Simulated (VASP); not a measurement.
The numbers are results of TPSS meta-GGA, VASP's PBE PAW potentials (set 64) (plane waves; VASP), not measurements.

VASP ran on this input.

### POSCAR
```
TiB2
1.0
  1.5124545469  -2.6196481457   0.0000000000
  1.5124545469   2.6196481457   0.0000000000
  0.0000000000   0.0000000000   3.2036102397
Ti B
1 2
Cartesian
  0.0000000000   0.0000000000   3.2036102397
  1.5124545469   0.8732177950   1.6018051199
  1.5124545469  -0.8732177950   1.6018051199
```

File KPOINTS:
```
Regular mesh
0
Gamma
13 13 11
0 0 0
```

INCAR:
```
! general
SYSTEM =TiB2
PREC   =Accurate
ENCUT  =520
LREAL  =F   ! projection in real space or not
LASPH  =T

! electronic loop
EDIFF  =1E-7   ! SCF stop (eV)
NELM   =100
ALGO   =Normal
LMAXMIX=4
LMIXTAU=T

! smearing
ISMEAR =-5   ! tetrahedra, Bloechl

! functional
METAGGA=TPSS

! ions
ISIF   =2   ! forces and stress, cell fixed

! output
LWAVE  =F
LCHARG =F
LORBIT =11   ! lm-projected
NEDOS  =601   ! DOS grid

! other
LEFG   =T
```

**KPOINTS_OPT**
```
k-points along high-symmetry lines
6
Line-mode
Reciprocal
  0.000000   0.000000   0.000000 ! GAMMA
 -0.000000   0.500000   0.000000 ! M

 -0.000000   0.500000   0.000000 ! M
 -0.333333   0.666667   0.000000 ! K

 -0.333333   0.666667   0.000000 ! K
  0.000000   0.000000   0.000000 ! GAMMA

  0.000000   0.000000   0.000000 ! GAMMA
  0.000000   0.000000   0.500000 ! A

  0.000000   0.000000   0.500000 ! A
 -0.000000   0.500000   0.500000 ! L

 -0.000000   0.500000   0.500000 ! L
 -0.333333   0.666667   0.500000 ! H

 -0.333333   0.666667   0.500000 ! H
  0.000000   0.000000   0.500000 ! A

 -0.000000   0.500000   0.500000 ! L
 -0.000000   0.500000   0.000000 ! M

 -0.333333   0.666667   0.500000 ! H
 -0.333333   0.666667   0.000000 ! K
```

POTCAR, in this order: Ti_sv B (PBE.64 set). Program: vasp_std.

Output of the run:

OUTCAR:
```
 ion  position               nearest neighbor table
   1  0.000  0.000  0.000-   2 2.37   3 2.37   2 2.37   3 2.37   3 2.37   3 2.37   2 2.37   2 2.37
                             3 2.37   3 2.37   2 2.37   2 2.37
   2  0.333  0.667  0.500-   3 1.75   3 1.75   3 1.75   1 2.37   1 2.37   1 2.37   1 2.37   1 2.37
                             1 2.37
   3  0.667  0.333  0.500-   2 1.75   2 1.75   2 1.75   1 2.37   1 2.37   1 2.37   1 2.37   1 2.37
                             1 2.37
  LATTYP: Found a hexagonal cell.
 ALAT       =     3.0249091166
 C/A-ratio  =     1.0590765263
 Subroutine PRICEL returns:
 Original cell was already a primitive cell.
 Subroutine GETGRP returns: Found 24 space group operations
The static configuration has the point symmetry D_6h.
The dynamic configuration has the point symmetry D_6h.
 Subroutine INISYM returns: Found 24 space group operations
 Subroutine IBZKPT returns following result:
 Found    126 irreducible k-points:

 Following reciprocal coordinates:
            Coordinates               Weight
  0.000000  0.000000  0.000000      1.000000
  0.076923 -0.000000  0.000000      6.000000
  0.153846 -0.000000  0.000000      6.000000
  0.230769 -0.000000  0.000000      6.000000
  0.307692 -0.000000  0.000000      6.000000
  0.384615  0.000000  0.000000      6.000000
  0.461538 -0.000000  0.000000      6.000000
  0.076923  0.076923  0.000000      6.000000
  0.153846  0.076923  0.000000     12.000000
  0.230769  0.076923  0.000000     12.000000
  0.307692  0.076923  0.000000     12.000000
  0.384615  0.076923  0.000000     12.000000
  0.461538  0.076923  0.000000      6.000000
  0.153846  0.153846  0.000000      6.000000
  0.230769  0.153846  0.000000     12.000000
  0.307692  0.153846  0.000000     12.000000
  0.384615  0.153846  0.000000     12.000000
  0.230769  0.230769  0.000000      6.000000
  0.307692  0.230769  0.000000     12.000000
...
```

**OSZICAR**
```
       N       E                     dE             d eps       ncg     rms          rms(c)
DAV:   1     0.236681014018E+03    0.23668E+03   -0.34732E+07  3276   0.593E+07
DAV:   2    -0.622182922796E+05   -0.62455E+05   -0.60600E+05  6123   0.799E+02
DAV:   3    -0.245705511532E+04    0.59761E+05   -0.25000E+04  5595   0.131E+04
DAV:   4    -0.741817895849E+03    0.17152E+04   -0.90446E+03  5540   0.961E+02
DAV:   5    -0.166696563141E+04   -0.92515E+03   -0.16831E+04  5960   0.450E+02    0.415E+01
DAV:   6    -0.275710468294E+02    0.16394E+04   -0.16400E+03  3741   0.311E+02    0.687E+00
DAV:   7    -0.333861198608E+02   -0.58151E+01   -0.48979E+01  4065   0.519E+01    0.625E+00
DAV:   8    -0.329795626758E+02    0.40656E+00   -0.12550E+01  4018   0.251E+01    0.546E+00
DAV:   9    -0.337175027210E+02   -0.73794E+00   -0.11875E+00  3745   0.129E+01    0.328E+00
DAV:  10    -0.330186580959E+02    0.69884E+00   -0.56509E-01  3720   0.870E+00    0.325E+00
DAV:  11    -0.339622859849E+02   -0.94363E+00   -0.15927E+00  3881   0.113E+01    0.112E+00
DAV:  12    -0.339409660055E+02    0.21320E-01   -0.12087E-01  3814   0.441E+00    0.553E-01
DAV:  13    -0.339633491230E+02   -0.22383E-01   -0.90838E-03  3736   0.137E+00    0.278E-01
DAV:  14    -0.339643316700E+02   -0.98255E-03   -0.85915E-03  4432   0.108E+00    0.526E-02
DAV:  15    -0.339655234739E+02   -0.11918E-02   -0.21213E-03  3700   0.512E-01    0.870E-02
DAV:  16    -0.339655058901E+02    0.17584E-04   -0.32096E-04  4215   0.180E-01    0.277E-02
DAV:  17    -0.339655091669E+02   -0.32768E-05   -0.90628E-05  4596   0.111E-01    0.791E-03
DAV:  18    -0.339654995865E+02    0.95804E-05   -0.32217E-05  4399   0.444E-02    0.287E-03
DAV:  19    -0.339655074473E+02   -0.78608E-05   -0.15487E-06  3514   0.162E-02    0.996E-04
DAV:  20    -0.339655017942E+02    0.56531E-05   -0.11533E-07  2103   0.556E-03    0.912E-04
DAV:  21    -0.339655061633E+02   -0.43691E-05   -0.13763E-07  2287   0.422E-03    0.239E-04
DAV:  22    -0.339655030752E+02    0.30881E-05   -0.26607E-08  1698   0.224E-03    0.295E-04
DAV:  23    -0.339655032234E+02   -0.14822E-06   -0.30829E-09  1703   0.975E-04    0.229E-04
DAV:  24    -0.339655032799E+02   -0.56489E-07   -0.28938E-10  1663   0.478E-04
   1 F= -.33965503E+02 E0= -.33965503E+02  d E =0.000000E+00
       N       E                     dE             ncg
```

OUTCAR:
```
------------------------ aborting loop because EDIFF is reached ----------------------------------------
  FORCE on cell =-STRESS in cart. coord.  units (eV):
  Direction    XX          YY          ZZ          XY          YZ          ZX
  --------------------------------------------------------------------------------------
  Total        0.0437107      0.0437107     -0.0780372     -0.0000000      0.0000000     -0.0000000
  in kB        2.7586938      2.7586939     -4.9251244     -0.0000000      0.0000000     -0.0000000
  external PRESSURE =       0.1974211 kB  Pullay stress =       0.0000000 kB
  volume of cell :       25.39
      direct lattice vectors                 reciprocal lattice vectors
     1.512454547 -2.619648146  0.000000000     0.330588447 -0.190865327  0.000000000
     1.512454547  2.619648146  0.000000000     0.330588447  0.190865327  0.000000000
     0.000000000  0.000000000  3.203610240     0.000000000  0.000000000  0.312147835
 POSITION                                       TOTAL-FORCE (eV/Angst)
 -----------------------------------------------------------------------------------
      0.00000      0.00000      0.00000         0.000000      0.000000      0.000000
      1.51245      0.87322      1.60181         0.000000      0.000000      0.000000
      1.51245     -0.87322      1.60181        -0.000000     -0.000000     -0.000000
 -----------------------------------------------------------------------------------
    total drift:                               -0.000000     -0.000000      0.000000
  FREE ENERGIE OF THE ION-ELECTRON SYSTEM (eV)
  ---------------------------------------------------
  free  energy   TOTEN  =       -33.9655032799 eV

  energy  without entropy=      -33.9655032799  energy(sigma->0) =      -33.96550328

 total charge

# of ion       s       p       d       tot
------------------------------------------
    1        2.169   6.210   2.044  10.423
    2        0.701   1.330   0.000   2.030
    3        0.701   1.330   0.000   2.030
--------------------------------------------------
tot          3.570   8.869   2.044  14.483

 Electric field gradients after diagonalization (V/A^2)
 (convention: |V_zz| > |V_xx| > |V_yy|)
----------------------------------------------------------------------
 ion       V_xx      V_yy      V_zz     asymmetry (V_yy - V_xx)/ V_zz
----------------------------------------------------------------------
   1      -8.714    -8.711    17.424       0.000
   2      -2.016    -2.016     4.031       0.000
   3      -2.016    -2.016     4.031       0.000
```
(Selected blocks of OUTCAR.)

For a metal the tetrahedron method with Blöchl corrections gives inexact stress and forces.

The compound is TiB2 in the AlB2 type structure. It was relaxed first.
